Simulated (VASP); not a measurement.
All values below come from PBE GGA, VASP's PBE PAW potentials (set 64) (plane waves; VASP).

A VASP calculation is set up with these files.

INCAR:
```
ALGO = Fast
EDIFF = 1E-5
EDIFFG = -0.03
ENCUT = 400
GGA = PE
IBRION = 2
ISIF = 2
ISMEAR = 0
ISPIN = 2
ISYM = 0
LASPH = .TRUE.
LCHARG = .FALSE.
LMAXMIX = 4
LORBIT = 10
LREAL = Auto
LWAVE = .FALSE.
MAGMOM = 64*0.0156
NELM = 100
NELMIN = 4
NSW = 60
NUPDOWN = 1
PREC = Normal
SIGMA = 0.05
SYSTEM = Zn32AsSe31
```

### POSCAR
```
Zn32AsSe31
1
   11.4825331932     0.0000000000     0.0000000000
    0.0000000000    11.4825331932     0.0000000000
   -0.0000000000    -0.0000000000    11.4825331932
Zn Se As
32 31 1
Direct
  0.5000000000   0.0000000000   0.0000000000
  0.7500000000   0.2500000000   0.0000000000
  0.7500000000   0.0000000000   0.2500000000
  0.0000000000   0.0000000000   0.0000000000
  0.2500000000   0.2500000000   0.0000000000
  0.5000000000   0.5000000000   0.0000000000
  0.7500000000   0.7500000000   0.0000000000
  0.2500000000   0.0000000000   0.2500000000
  0.4978580000   0.2462030000   0.2537670000
  0.7490390000   0.4989310000   0.2513370000
  0.5000000000   0.0000000000   0.5000000000
  0.7523780000   0.2483420000   0.5042170000
  0.7500000000   0.0000000000   0.7500000000
  0.0000000000   0.5000000000   0.0000000000
  0.2500000000   0.7500000000   0.0000000000
  0.0000000000   0.2500000000   0.2500000000
  0.2500000000   0.5000000000   0.2500000000
  0.5000000000   0.7500000000   0.2500000000
  0.0000000000   0.0000000000   0.5000000000
  0.2500000000   0.2500000000   0.5000000000
  0.4995310000   0.4975700000   0.5034010000
  0.7500000000   0.7500000000   0.5000000000
  0.2500000000   0.0000000000   0.7500000000
  0.5000000000   0.2500000000   0.7500000000
  0.7500000000   0.5000000000   0.7500000000
  0.0000000000   0.7500000000   0.2500000000
  0.0000000000   0.5000000000   0.5000000000
  0.2500000000   0.7500000000   0.5000000000
  0.0000000000   0.2500000000   0.7500000000
  0.2500000000   0.5000000000   0.7500000000
  0.5000000000   0.7500000000   0.7500000000
  0.0000000000   0.7500000000   0.7500000000
  0.6250000000   0.1250000000   0.1250000000
  0.8750000000   0.3750000000   0.1250000000
  0.8750000000   0.1250000000   0.3750000000
  0.1250000000   0.1250000000   0.1250000000
  0.3750000000   0.3750000000   0.1250000000
  0.6250000000   0.6250000000   0.1250000000
  0.8750000000   0.8750000000   0.1250000000
  0.3750000000   0.1250000000   0.3750000000
  0.8750000000   0.6250000000   0.3750000000
  0.6250000000   0.1250000000   0.6250000000
  0.8750000000   0.3750000000   0.6250000000
  0.8750000000   0.1250000000   0.8750000000
  0.1250000000   0.6250000000   0.1250000000
  0.3750000000   0.8750000000   0.1250000000
  0.1250000000   0.3750000000   0.3750000000
  0.3750000000   0.6250000000   0.3750000000
  0.6250000000   0.8750000000   0.3750000000
  0.1250000000   0.1250000000   0.6250000000
  0.3750000000   0.3750000000   0.6250000000
  0.6250000000   0.6250000000   0.6250000000
  0.8750000000   0.8750000000   0.6250000000
  0.3750000000   0.1250000000   0.8750000000
  0.6250000000   0.3750000000   0.8750000000
  0.8750000000   0.6250000000   0.8750000000
  0.1250000000   0.8750000000   0.3750000000
  0.1250000000   0.6250000000   0.6250000000
  0.3750000000   0.8750000000   0.6250000000
  0.1250000000   0.3750000000   0.8750000000
  0.3750000000   0.6250000000   0.8750000000
  0.6250000000   0.8750000000   0.8750000000
  0.1250000000   0.8750000000   0.8750000000
  0.6254110000   0.3791210000   0.3785040000
```

KPOINTS:
```
Automatic mesh
0
Gamma
1 1 1
0 0 0
```

POTCAR, in this order: Zn Se As (PBE.64 set). Program: vasp_gam.

Output of the run:

OSZICAR:
```
       N       E                     dE             d eps       ncg     rms          rms(c)
DAV:   1     0.695775916711E+04    0.69578E+04   -0.21958E+05  1380   0.183E+03
DAV:   2     0.133051319357E+04   -0.56272E+04   -0.54595E+04  1380   0.506E+02
DAV:   3    -0.367202915203E+02   -0.13672E+04   -0.12620E+04  1510   0.200E+02
DAV:   4    -0.195179317779E+03   -0.15846E+03   -0.15608E+03  1582   0.686E+01
DAV:   5    -0.199615666879E+03   -0.44363E+01   -0.44143E+01  1528   0.109E+01    0.264E+01
RMM:   6    -0.190436432325E+03    0.91792E+01   -0.27721E+01  1380   0.113E+01    0.206E+01
RMM:   7    -0.189685955588E+03    0.75048E+00   -0.10054E+01  1380   0.596E+00    0.637E+00
RMM:   8    -0.189864061415E+03   -0.17811E+00   -0.19205E+00  1392   0.225E+00    0.293E+00
RMM:   9    -0.189816411747E+03    0.47650E-01   -0.44637E-01  1380   0.171E+00    0.151E+00
RMM:  10    -0.189808743440E+03    0.76683E-02   -0.86901E-02  1388   0.677E-01    0.536E-01
RMM:  11    -0.189809732952E+03   -0.98951E-03   -0.22695E-02  1417   0.270E-01    0.281E-01
RMM:  12    -0.189810827943E+03   -0.10950E-02   -0.79042E-03  1382   0.193E-01    0.235E-01
RMM:  13    -0.189810771226E+03    0.56716E-04   -0.33933E-03  1384   0.992E-02    0.131E-01
RMM:  14    -0.189811015179E+03   -0.24395E-03   -0.68470E-04  1382   0.463E-02    0.104E-01
RMM:  15    -0.189811090026E+03   -0.74847E-04   -0.82600E-04  1386   0.553E-02    0.307E-02
RMM:  16    -0.189811054702E+03    0.35324E-04   -0.10570E-04  1223   0.192E-02    0.190E-02
RMM:  17    -0.189811056605E+03   -0.19031E-05   -0.19203E-05   860   0.722E-03
   1 F= -.18981106E+03 E0= -.18979785E+03  d E =-.189811E+03  mag=     1.0000
       N       E                     dE             d eps       ncg     rms          rms(c)
DAV:   1    -0.189867875055E+03   -0.56820E-01   -0.17319E+01  1472   0.622E+00    0.710E-01
RMM:   2    -0.189882174651E+03   -0.14300E-01   -0.15214E-01  1380   0.721E-01    0.288E-01
RMM:   3    -0.189883436840E+03   -0.12622E-02   -0.20637E-02  1382   0.263E-01    0.169E-01
RMM:   4    -0.189883700946E+03   -0.26411E-03   -0.40220E-03  1415   0.129E-01    0.138E-01
RMM:   5    -0.189883669210E+03    0.31736E-04   -0.89219E-04  1380   0.581E-02    0.754E-02
RMM:   6    -0.189883692047E+03   -0.22838E-04   -0.30412E-04  1352   0.253E-02    0.388E-02
RMM:   7    -0.189883699736E+03   -0.76883E-05   -0.92761E-05  1058   0.139E-02
   2 F= -.18988370E+03 E0= -.18986935E+03  d E =-.726431E-01  mag=     1.0000
       N       E                     dE             d eps       ncg     rms          rms(c)
DAV:   1    -0.189893771689E+03   -0.10080E-01   -0.27572E+01  1472   0.772E+00    0.882E-01
RMM:   2    -0.189915242835E+03   -0.21471E-01   -0.23156E-01  1380   0.901E-01    0.348E-01
RMM:   3    -0.189917191514E+03   -0.19487E-02   -0.29964E-02  1382   0.323E-01    0.211E-01
RMM:   4    -0.189917509710E+03   -0.31820E-03   -0.53590E-03  1400   0.157E-01    0.171E-01
RMM:   5    -0.189917465513E+03    0.44197E-04   -0.12674E-03  1382   0.699E-02    0.760E-02
RMM:   6    -0.189917519969E+03   -0.54456E-04   -0.35132E-04  1368   0.294E-02    0.347E-02
RMM:   7    -0.189917518245E+03    0.17244E-05   -0.96756E-05  1102   0.151E-02
   3 F= -.18991752E+03 E0= -.18990181E+03  d E =-.106462E+00  mag=     1.0000
       N       E                     dE             d eps       ncg     rms          rms(c)
DAV:   1    -0.189928724475E+03   -0.11205E-01   -0.45830E+00  1448   0.323E+00    0.368E-01
RMM:   2    -0.189931984026E+03   -0.32596E-02   -0.37060E-02  1380   0.320E-01    0.169E-01
RMM:   3    -0.189932162736E+03   -0.17871E-03   -0.56254E-03  1382   0.124E-01    0.878E-02
RMM:   4    -0.189932232733E+03   -0.69997E-04   -0.83284E-04  1391   0.559E-02    0.676E-02
RMM:   5    -0.189932225604E+03    0.71281E-05   -0.20169E-04  1356   0.263E-02    0.431E-02
RMM:   6    -0.189932229971E+03   -0.43668E-05   -0.64981E-05  1057   0.118E-02
   4 F= -.18993223E+03 E0= -.18991481E+03  d E =-.147117E-01  mag=     1.0000
       N       E                     dE             d eps       ncg     rms          rms(c)
DAV:   1    -0.189931078703E+03    0.11469E-02   -0.84533E+00  1424   0.436E+00    0.505E-01
RMM:   2    -0.189937160992E+03   -0.60823E-02   -0.69590E-02  1380   0.442E-01    0.239E-01
RMM:   3    -0.189937506245E+03   -0.34525E-03   -0.10526E-02  1382   0.170E-01    0.123E-01
RMM:   4    -0.189937631507E+03   -0.12526E-03   -0.15796E-03  1390   0.793E-02    0.940E-02
RMM:   5    -0.189937617136E+03    0.14371E-04   -0.37835E-04  1388   0.363E-02    0.588E-02
RMM:   6    -0.189937629152E+03   -0.12016E-04   -0.12304E-04  1164   0.162E-02    0.314E-02
RMM:   7    -0.189937623696E+03    0.54564E-05   -0.49935E-05   986   0.944E-03
   5 F= -.18993762E+03 E0= -.18991883E+03  d E =-.201055E-01  mag=     1.0000
       N       E                     dE             d eps       ncg     rms          rms(c)
DAV:   1    -0.189937716751E+03   -0.87599E-04   -0.34524E-01  1480   0.879E-01    0.102E-01
RMM:   2    -0.189937955310E+03   -0.23856E-03   -0.27774E-03  1380   0.875E-02    0.468E-02
RMM:   3    -0.189937964792E+03   -0.94819E-05   -0.40813E-04  1369   0.343E-02    0.238E-02
RMM:   4    -0.189937970791E+03   -0.59986E-05   -0.71600E-05  1079   0.153E-02
   6 F= -.18993797E+03 E0= -.18991937E+03  d E =-.204525E-01  mag=     1.0000
       N       E                     dE             d eps       ncg     rms          rms(c)
DAV:   1    -0.189939456039E+03   -0.14912E-02   -0.76250E-01  1416   0.153E+00    0.219E-01
RMM:   2    -0.189940654755E+03   -0.11987E-02   -0.13337E-02  1380   0.198E-01    0.746E-02
RMM:   3    -0.189940775216E+03   -0.12046E-03   -0.16758E-03  1383   0.756E-02    0.503E-02
RMM:   4    -0.189940783166E+03   -0.79502E-05   -0.27108E-04  1398   0.351E-02    0.377E-02
RMM:   5    -0.189940778176E+03    0.49902E-05   -0.61041E-05  1131   0.167E-02
   7 F= -.18994078E+03 E0= -.18992199E+03  d E =-.280739E-02  mag=     1.0000
       N       E                     dE             d eps       ncg     rms          rms(c)
DAV:   1    -0.189940743552E+03    0.39614E-04   -0.31753E-01  1456   0.989E-01    0.142E-01
RMM:   2    -0.189941247897E+03   -0.50434E-03   -0.56129E-03  1380   0.128E-01    0.527E-02
RMM:   3    -0.189941300233E+03   -0.52336E-04   -0.72197E-04  1382   0.493E-02    0.351E-02
RMM:   4    -0.189941304800E+03   -0.45670E-05   -0.11925E-04  1336   0.231E-02    0.254E-02
RMM:   5    -0.189941302961E+03    0.18384E-05   -0.26251E-05   891   0.113E-02
   8 F= -.18994130E+03 E0= -.18992242E+03  d E =-.333217E-02  mag=     1.0000
       N       E                     dE             d eps       ncg     rms          rms(c)
DAV:   1    -0.189941720840E+03   -0.41604E-03   -0.28048E-01  1440   0.917E-01    0.752E-02
RMM:   2    -0.189941877540E+03   -0.15670E-03   -0.17472E-03  1380   0.816E-02    0.308E-02
RMM:   3    -0.189941895258E+03   -0.17718E-04   -0.24552E-04  1380   0.304E-02    0.208E-02
RMM:   4    -0.189941896703E+03   -0.14445E-05   -0.41040E-05  1003   0.147E-02
   9 F= -.18994190E+03 E0= -.18992295E+03  d E =-.593742E-03  mag=     1.0000
```

File OUTCAR:
```
------------------------ aborting loop because EDIFF is reached ----------------------------------------
  FORCE on cell =-STRESS in cart. coord.  units (eV):
  Direction    XX          YY          ZZ          XY          YZ          ZX
  --------------------------------------------------------------------------------------
  Total       -0.0756503     -0.0478238     -0.1433145      0.4144628      0.0471833     -0.3183045
  in kB       -0.0800586     -0.0506106     -0.1516658      0.4386146      0.0499328     -0.3368528
  external PRESSURE =      -0.0941117 kB  Pullay stress =       0.0000000 kB
  volume of cell :     1513.96
      direct lattice vectors                 reciprocal lattice vectors
    11.482533193  0.000000000  0.000000000     0.087088797  0.000000000  0.000000000
     0.000000000 11.482533193  0.000000000     0.000000000  0.087088797  0.000000000
     0.000000000  0.000000000 11.482533193     0.000000000  0.000000000  0.087088797
  FREE ENERGIE OF THE ION-ELECTRON SYSTEM (eV)
  ---------------------------------------------------
  free  energy   TOTEN  =      -189.9418967028 eV

  energy  without entropy=     -189.9039974004  energy(sigma->0) =     -189.92294705

 total charge

# of ion       s       p       d       tot
------------------------------------------
    1        0.518   0.422   9.782  10.723
    2        0.517   0.420   9.783  10.719
    3        0.517   0.420   9.783  10.719
    4        0.518   0.422   9.783  10.722
    5        0.518   0.422   9.782  10.722
    6        0.517   0.420   9.782  10.719
    7        0.518   0.422   9.782  10.723
    8        0.518   0.423   9.783  10.723
    9        0.543   0.427   9.770  10.740
   10        0.543   0.428   9.771  10.742
   11        0.517   0.420   9.783  10.719
   12        0.541   0.427   9.771  10.739
   13        0.518   0.422   9.782  10.723
   14        0.518   0.423   9.783  10.723
   15        0.518   0.422   9.783  10.722
   16        0.517   0.420   9.783  10.719
   17        0.517   0.420   9.782  10.719
   18        0.517   0.420   9.782  10.719
   19        0.518   0.422   9.782  10.723
   20        0.517   0.420   9.783  10.719
   21        0.542   0.428   9.771  10.741
   22        0.517   0.420   9.783  10.719
   23        0.518   0.422   9.783  10.722
   24        0.517   0.420   9.783  10.719
   25        0.517   0.420   9.783  10.719
   26        0.518   0.423   9.783  10.724
   27        0.517   0.420   9.783  10.719
   28        0.518   0.422   9.782  10.723
   29        0.518   0.422   9.782  10.723
   30        0.518   0.423   9.783  10.724
   31        0.518   0.423   9.783  10.724
   32        0.518   0.422   9.783  10.722
   33        1.433   2.417   0.026   3.876
   34        1.433   2.418   0.026   3.877
   35        1.433   2.416   0.026   3.875
   36        1.432   2.420   0.026   3.879
   37        1.433   2.415   0.026   3.874
   38        1.433   2.416   0.026   3.875
   39        1.432   2.420   0.026   3.879
   40        1.433   2.418   0.026   3.877
   41        1.433   2.418   0.026   3.877
   42        1.433   2.417   0.026   3.876
   43        1.433   2.415   0.026   3.875
   44        1.432   2.420   0.026   3.879
   45        1.432   2.420   0.026   3.878
   46        1.432   2.420   0.026   3.878
   47        1.432   2.421   0.026   3.878
   48        1.433   2.416   0.026   3.875
   49        1.432   2.420   0.026   3.878
   50        1.432   2.420   0.026   3.879
   51        1.433   2.418   0.026   3.877
   52        1.433   2.417   0.026   3.876
   53        1.432   2.420   0.026   3.879
   54        1.432   2.420   0.026   3.879
   55        1.432   2.421   0.026   3.878
   56        1.432   2.420   0.026   3.879
   57        1.433   2.420   0.026   3.879
   58        1.432   2.420   0.026   3.879
   59        1.432   2.421   0.026   3.879
   60        1.433   2.419   0.026   3.878
   61        1.432   2.420   0.026   3.879
   62        1.433   2.420   0.026   3.879
   63        1.432   2.420   0.026   3.879
   64        1.195   1.602   0.026   2.823
--------------------------------------------------
tot         62.261  90.091 313.830 466.182

 magnetization (x)

# of ion       s       p       d       tot
------------------------------------------
    1       -0.001   0.001   0.003   0.003
    2       -0.000  -0.000   0.002   0.001
    3       -0.000  -0.000   0.002   0.001
    4       -0.000   0.000   0.002   0.002
    5       -0.001   0.001   0.003   0.003
    6       -0.001  -0.000   0.002   0.001
    7       -0.001   0.001   0.003   0.003
    8       -0.001   0.001   0.002   0.003
    9       -0.000   0.006   0.008   0.015
   10       -0.000   0.005   0.008   0.012
   11       -0.000  -0.000   0.002   0.001
   12        0.000   0.009   0.009   0.018
   13       -0.001   0.001   0.003   0.003
   14       -0.001   0.001   0.002   0.003
   15       -0.000   0.000   0.002   0.002
   16       -0.000  -0.000   0.002   0.001
   17       -0.001  -0.000   0.002   0.001
...
```
(Selected blocks of OUTCAR.)

CONTCAR:
```
Zn32AsSe31
   1.00000000000000
    11.4825331932000001    0.0000000000000000    0.0000000000000000
     0.0000000000000000   11.4825331932000001    0.0000000000000000
     0.0000000000000000    0.0000000000000000   11.4825331932000001
  Zn              Se              As
    32    31     1
Direct
     0.5001916391554445    0.0002134734144397    0.0004048749816386
     0.7499887566986021    0.2501511268438891    0.0008656221437152
     0.7499175444602720    0.0005732835742694    0.2498870201263674
     0.9999354020145917    0.0000203655718834    0.0001455933086841
     0.2504765405966483    0.2502680826671412    0.0005846384447284
     0.4999741246385848    0.4999343467498389    0.0009820331603933
     0.7498513789734206    0.7498275001412659    0.0003280886179037
     0.2498495437608556    0.9998271072798049    0.2499372122276173
     0.5039343311216684    0.2524791430538194    0.2558861939417220
     0.7460937169665616    0.4956169726145977    0.2545287137250898
     0.5000011678210941    0.0001482578586283    0.5002239536860317
     0.7469128217206298    0.2527038199142616    0.4974990351452622
     0.7500823720942683    0.9998619071626652    0.7502180365151799
     0.9998580427579991    0.4998456142026187    0.0003038595598354
     0.2500668103010150    0.7498628599789394    0.0001430534423692
     0.9993434044123032    0.2502484904941261    0.2499005412352157
     0.2508533670009974    0.5000264555433452    0.2499892833318261
     0.5000124532626836    0.7491616943676127    0.2501355277298320
     0.9999191873059460    0.9999903503867572    0.4999983482315135
     0.2502017012154720    0.2501049899083295    0.5002091309266321
     0.5031911448371695    0.4957021519783494    0.4978763504951656
     0.7500575822506863    0.7492761298144334    0.4999510783278810
     0.2500984968482202    0.0000090826999697    0.7500449997882629
     0.4999177168595942    0.2500348581128805    0.7498482289908961
     0.7498620689962422    0.5002665773450785    0.7496885211378825
     0.9998920583303962    0.7498646041834691    0.2501849730422438
     0.9994679381989510    0.5003071269957816    0.4998162645401614
     0.2501982711693653    0.7498257967860258    0.4998676370103290
     0.9999634855395648    0.2500000159530571    0.7501769422030246
     0.2496981170561803    0.5001294104744010    0.7504216253768589
     0.5000761216165200    0.7499965863337532    0.7502162715739390
     0.9999472389966390    0.7499079562432852    0.7500063423355765
     0.6246571135390039    0.1247782581826491    0.1248916911360638
     0.8752663992434282    0.3754261262881592    0.1247492825164818
     0.8753709240167795    0.1246442492249531    0.3752558564638165
     0.1249916721566787    0.1249710631392322    0.1249239510379569
     0.3751447778479708    0.3744235813676078    0.1252869427747040
     0.6254128085492370    0.6251696128704629    0.1249038040079794
     0.8751218512087513    0.8749626651272414    0.1249417916078537
     0.3741585223823057    0.1241617617506620    0.3751271381647097
     0.8753397304536512    0.6253883184564025    0.3746147705495720
     0.6251375676799991    0.1244058577376614    0.6257220848466206
     0.8754421017260799    0.3748866171194758    0.6254986433745335
     0.8750302358017084    0.1249516355487873    0.8751027310545093
     0.1250011509501942    0.6250842809415080    0.1249748455337791
     0.3749520599761958    0.8749475444204586    0.1249587704068837
     0.1249934233504388    0.3750903965776534    0.3749727560608883
     0.3748415771234836    0.6251218034130176    0.3755719339269447
     0.6250269764929758    0.8749525734225215    0.3750129446409501
     0.1248586741217930    0.1248371988146237    0.6252135070300565
     0.3741385435835229    0.3751573670159120    0.6259485649564022
     0.6246368793051986    0.6255212044539274    0.6255725350979238
     0.8750723843423602    0.8750092379465159    0.6251149869980110
     0.3748546935538258    0.1248584221411745    0.8752107367025161
     0.6249886218149906    0.3750532474735137    0.8751572391526059
     0.8751483410673891    0.6251578501397642    0.8751626376977731
     0.1249664411600907    0.8749439952889454    0.3750613841885947
     0.1250496514123007    0.6251697552630079    0.6251340621319149
     0.3748261589611963    0.8748449908133575    0.6252430627393180
     0.1249889006219348    0.3749344954292539    0.8752546507610007
     0.3749471827167129    0.6250636884002001    0.8751265508951868
     0.6249781951539617    0.8750217078897448    0.8751875648453340
     0.1249992362131683    0.8750025597894671    0.8750336635378307
     0.6250396564940872    0.3750387949034222    0.3760249198575010
```

The supercell is sampled at Γ alone, which is coarse: total energies, pressure and levels can be off, energies of defects by several tenths of an eV.

The cell is a supercell with a defect, built from ZnSe (zinc blende): As_Se.
